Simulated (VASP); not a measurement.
Crystal: SiB.

```
Si B
1.0
     2.79268    0.00000    0.00000
     0.00000    2.79268    0.00000
     0.00000    0.00000    3.14712
Si B
1 1
Direct
  0.50000 0.50000 0.00000
  0.50000 0.50000 0.50000
```

The cell was built by a generator and needn't be a form met in nature.

```yaml
Program: VASP 6.6.1
Task: relaxation of cell and atoms
Functional: PBE
Potentials_or_basis: VASP PAW PBE potentials, release 64 (Si, B)
Cutoff: 520 eV
k_mesh: 7 × 7 × 7
Occupations: gaussian, width 0.15 eV
Spin: no spin polarisation
```

At the start: pressure 81.0 GPa; volume 12.27 Å³/atom.

Question: Where does the relaxation end?

Answer: Over 21 steps the energy falls by 1703.6 meV/atom and the volume is 11.98 Å³/atom (-2.4 %); space group P4/mmm (No. 123, to 0.05 Å).

The path:
```csv
step,energy change (eV),largest force (eV/Å),pressure (GPa),volume (Å³)
1,0.0000,0.0000,80.98,24.54
2,-0.3984,0.0000,-17.48,47.19
3,-0.8474,0.0000,-19.12,43.92
4,-1.3990,0.0000,-20.59,40.70
5,-2.8316,0.0000,-14.97,32.54
6,-2.7854,0.0000,7.63,28.53
7,-2.9567,0.0000,-10.22,31.05
8,-2.9747,0.0000,-4.72,30.01
9,-2.9791,0.0000,-6.75,30.36
10,-2.9790,0.0000,-6.10,30.25
11,-3.1019,0.0000,-3.40,28.11
12,-3.3117,0.0000,14.07,22.18
13,-3.2946,0.0000,6.83,23.72
14,-3.3167,0.0000,10.71,22.78
15,-3.3578,0.0000,10.35,22.46
16,-3.3597,0.0000,10.45,22.36
17,-3.3799,0.0000,7.73,22.73
18,-3.4069,0.0000,0.59,23.85
19,-3.4070,0.0000,0.20,23.94
20,-3.4070,0.0000,-0.05,23.97
21,-3.4072,0.0000,-0.18,23.96
```

Final structure:
```
Si B
1.0
     2.41970    0.00000    0.00000
     0.00000    2.41970    0.00000
     0.00000    0.00000    4.09150
Si B
1 1
Direct
  0.50000 0.50000 0.00000
  0.50000 0.50000 0.50000
```
